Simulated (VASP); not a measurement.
PtSe2:

```
Pt Se
1.0
     3.72400    0.00000    0.00000
    -1.86200    3.22508    0.00000
     0.00000    0.00000    5.06200
Pt Se
1 2
Direct
  0.00000 0.00000 0.00000
  0.33333 0.66667 0.25000
  0.66667 0.33333 0.75000
```

| Item | Value |
| --- | --- |
| Program | VASP 6.6.1 |
| Task | relaxation of the atoms |
| Functional | PBE |
| Dispersion | D3(BJ) |
| Potentials or basis | VASP PAW PBE potentials, release 64 (Pt, Se) |
| Cutoff | 520 eV |
| k mesh | 10 × 10 × 8 |
| Occupations | gaussian, width 0.05 eV |
| Spin | no spin polarisation |

At the start: pressure 3.5 GPa; volume 20.27 Å³/atom.

Task: Where does the relaxation end?

Result: Over 4 steps the energy falls by 9.7 meV/atom; space group P-3m1 (No. 164, to 0.05 Å).

The path:
| step | energy change (eV) | largest force (eV/Å) | pressure (GPa) |
| --- | --- | --- | --- |
| 1 | 0.0000 | 0.5920 | 3.46 |
| 2 | -0.0239 | 0.2495 | 1.63 |
| 3 | -0.0291 | 0.0175 | 0.25 |
| 4 | -0.0292 | 0.0002 | 0.31 |

Final structure:
```
Pt Se
1.0
     3.72400    0.00000    0.00000
    -1.86200    3.22508    0.00000
     0.00000    0.00000    5.06200
Pt Se
1 2
Direct
  0.00000 0.00000 0.00000
  0.33333 0.66667 0.25984
  0.66667 0.33333 0.74016
```

Caveat: pairwise dispersion overbinds metals, which lowers pressure and volume.
